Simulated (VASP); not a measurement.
All values below come from r2SCAN meta-GGA, VASP's PBE PAW potentials (set 64) (plane waves; VASP).

A VASP calculation is set up with these files.

**KPOINTS**
```
kpoints
0
G
17 17 17
```

**INCAR**
```
ALGO=Normal
EDIFF=1E-6
EDIFFG=-0.02
ENCUT=500
IBRION=2
ISIF=3
ISMEAR=1
LASPH=.True.
LCHARG=.False.
LMIXTAU=.True.
LREAL=.False.
LWAVE=.False.
METAGGA=R2SCAN
NELM=100
NSW=40
PREC=Accurate
PSTRESS=300
SIGMA=0.1
SYSTEM=Al
```

### POSCAR
```
Al
1.0
  0.0000000000   1.8619262078   1.8619262078
  1.8619262078   0.0000000000   1.8619262078
  1.8619262078   1.8619262078   0.0000000000
Al
1
direct
  1.0000000000   1.0000000000   1.0000000000
```

POTCAR, in this order: Al (PBE.64 set). Program: vasp_std.

The resulting files:

### OSZICAR
```
       N       E                     dE             d eps       ncg     rms          rms(c)
DAV:   1    -0.429662062815E+01   -0.42966E+01   -0.93348E+02  1745   0.330E+02
DAV:   2    -0.663388273175E+01   -0.23373E+01   -0.22453E+01  2180   0.351E+01
DAV:   3    -0.665284577053E+01   -0.18963E-01   -0.18839E-01  2160   0.355E+00
DAV:   4    -0.665291733446E+01   -0.71564E-04   -0.71562E-04  2140   0.199E-01
DAV:   5    -0.665291770694E+01   -0.37249E-06   -0.37285E-06  2185   0.134E-02    0.376E+00
DAV:   6    -0.650576594338E+01    0.14715E+00   -0.10678E-01  2030   0.270E+00    0.232E+00
DAV:   7    -0.676490000883E+01   -0.25913E+00   -0.82107E-02  1890   0.237E+00    0.547E-01
DAV:   8    -0.648853867255E+01    0.27636E+00   -0.82955E-02  1890   0.239E+00    0.267E-01
DAV:   9    -0.650876598341E+01   -0.20227E-01   -0.14263E-02  1695   0.855E-01    0.689E-02
DAV:  10    -0.650881466432E+01   -0.48681E-04   -0.22263E-04  2365   0.144E-01    0.107E-01
DAV:  11    -0.650964663042E+01   -0.83197E-03   -0.41327E-04  1920   0.178E-01    0.110E-01
DAV:  12    -0.650936013171E+01    0.28650E-03   -0.20645E-05  2045   0.529E-02    0.911E-02
DAV:  13    -0.650949814365E+01   -0.13801E-03   -0.42392E-04  1775   0.140E-01    0.445E-01
DAV:  14    -0.650899076497E+01    0.50738E-03   -0.46777E-04  1865   0.203E-01    0.236E-01
DAV:  15    -0.650886865600E+01    0.12211E-03   -0.42399E-05  1940   0.779E-02    0.113E-01
DAV:  16    -0.650887472611E+01   -0.60701E-05   -0.45342E-06  1935   0.279E-02    0.837E-02
DAV:  17    -0.650887952976E+01   -0.48036E-05   -0.20303E-07   950   0.631E-03    0.679E-02
DAV:  18    -0.650888687180E+01   -0.73420E-05   -0.41977E-07   895   0.720E-03    0.287E-02
DAV:  19    -0.650888809385E+01   -0.12220E-05   -0.56020E-08   890   0.294E-03    0.170E-02
DAV:  20    -0.650888916143E+01   -0.10676E-05   -0.98892E-08   870   0.411E-03    0.740E-03
DAV:  21    -0.650888965297E+01   -0.49153E-06   -0.27870E-08   850   0.229E-03
   1 F= -.40916035E+01 E0= -.40915238E+01  d E =-.409160E+01
```

OUTCAR:
```
------------------------ aborting loop because EDIFF is reached ----------------------------------------
  FORCE on cell =-STRESS in cart. coord.  units (eV):
  Direction    XX          YY          ZZ          XY          YZ          ZX
  --------------------------------------------------------------------------------------
  Total        2.4179709      2.4179709      2.4179709      0.0000000      0.0000000     -0.0000000
  in kB      300.0849805    300.0849805    300.0849805      0.0000000      0.0000000     -0.0000000
  external PRESSURE =       0.0849805 kB  Pullay stress =     300.0000000 kB
  volume of cell :       12.91
      direct lattice vectors                 reciprocal lattice vectors
     0.000000000  1.861926208  1.861926208    -0.268539106  0.268539106  0.268539106
     1.861926208  0.000000000  1.861926208     0.268539106 -0.268539106  0.268539106
     1.861926208  1.861926208  0.000000000     0.268539106  0.268539106 -0.268539106
 POSITION                                       TOTAL-FORCE (eV/Angst)
 -----------------------------------------------------------------------------------
      0.00000      0.00000      0.00000         0.000000     -0.000000      0.000000
 -----------------------------------------------------------------------------------
    total drift:                               -0.000000     -0.000000     -0.000000
  FREE ENERGIE OF THE ION-ELECTRON SYSTEM (eV)
  ---------------------------------------------------
  free  energy   TOTEN  =        -6.5088896530 eV

  energy  without entropy=       -6.5086504326  energy(sigma->0) =       -6.50880991
  enthalpy is  TOTEN    =        -4.0916035080 eV   P V=        2.4172861450

 reached required accuracy - stopping structural energy minimisation
```
(Selected blocks of OUTCAR.)

The compound is Al in the fcc structure. It was relaxed first under an external pressure of 30 GPa.
